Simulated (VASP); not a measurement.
```xyz
2
Lattice="0.0000 3.3723 3.3723 3.3723 0.0000 3.3723 3.3723 3.3723 0.0000" Properties=species:S:1:pos:R:3 pbc="T T T"
In     6.7446     6.7446     6.7446
Sb     1.6861     1.6861     1.6861
```

Calculation: optB88-vdW, VASP's PBE PAW potentials (set 64) (plane waves; VASP). Numerical set-up: 520 eV cut-off, 10×10×10 Γ-centred mesh, first-order Methfessel-Paxton smearing of 0.10 eV, potentials In_d Sb.

Unless said otherwise, spin-orbit coupling is left out, though it shifts the bands of the heavy elements here.

**Question.** Estimate the energy per atom (σ→0), pressure, band gap (on the k-mesh) with the smallest direct gap where there is one.

**Answer.** 
```
Property                                                    Result
------------------------  ----------------------------------------
band gap (on the k-mesh)  none (metal, semimetal or under 0.01 eV)
energy per atom (σ→0)                               -0.831 eV/atom
pressure                                                 -1.90 GPa
```

The absolute energy has meaning only against runs of the same code, potentials and settings.

The compound is InSb in the zinc blende structure. This cell is one point of a volume scan, at 1.06 of the reference volume.
